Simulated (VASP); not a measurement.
Here is a VASP 6.6.1 calculation.

The input INCAR:

```
SYSTEM = Ru
ALGO = Normal ; EDIFF = 1E-7
EDIFFG = -0.005 ; ENCUT = 600
GGA = PE ; IBRION = 2
ISIF = 3 ; ISMEAR = 1
LASPH = .TRUE. ; LCHARG = .FALSE.
LREAL = .FALSE. ; LWAVE = .FALSE.
NELM = 80 ; NSW = 90
PREC = Accurate ; SIGMA = 0.1
```

File KPOINTS:

```
k-points
0
G
  15 15 9
  0 0 0
```

Contents of POSCAR:

```
Ru                                      
1.0
    2.7175038108     -0.0000000000      0.0000000000
   -1.3587519054      2.3534273375      0.0000000000
   -0.0000000000      0.0000000000      4.3012142655
  Ru            
     2
Direct
     0.3333333300000021    0.6666666699999979    0.2500000000000000
     0.6666666699999979    0.3333333300000021    0.7500000000000000
```

Potentials or basis: VASP PAW PBE potentials, release 64 (Ru_pv).

Command:

```bash
$ cat potpaw_PBE.64/Ru_pv/POTCAR > POTCAR
$ mpirun -np 1 vasp_std > vasp.out
```

Problem. What does it give for the band gap on the k mesh?

Solution. None (metal or under the smearing width).

Problem. Predict the relaxed volume.

Solution. 13.76 Å³/atom.

Problem. Predict the space group after relaxing (to 0.05 Å).

Solution. P6_3/mmc (No. 194).

Problem. Predict the relaxed cell.

Solution. a = 2.718 Å, b = 2.718 Å, c = 4.301 Å, α = 90.00°, β = 90.00°, γ = 120.00°.

Final structure:
```
Ru
1.0
     2.71795    0.00000    0.00000
    -1.35897    2.35381    0.00000
     0.00000    0.00000    4.30057
Ru
2
Cartesian
  0.0000 1.5692 1.0751
  1.3590 0.7846 3.2254
```
